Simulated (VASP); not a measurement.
Energy against volume of GaP (zinc blende). These are PBE GGA, VASP's PBE PAW potentials (set 64) (plane waves; VASP) values and carry that method's errors. Settings: 520 eV cut-off, 8×8×8 Γ-centred mesh, Gaussian smearing of 0.050 eV, potentials Ga_d P.

```
V (Å³/atom)  E (eV/atom)
-----------  -----------
19.612          -4.54268
20.238          -4.55802
20.864          -4.56279
21.490          -4.55858
```

Fit these four points and predict the energy of the run at 22.116 Å³/atom.

A cubic in V^(−2/3), the third-order Birch-Murnaghan form, passes through the four points with V0 = 20.87 Å³/atom and B0 = 76 GPa, and gives -4.5467 eV/atom there. The run gave -4.5468 eV/atom, -0.0 meV/atom from the fit; all five points give B0 = 76 GPa.

The compound is GaP in the zinc blende structure. It was relaxed first.
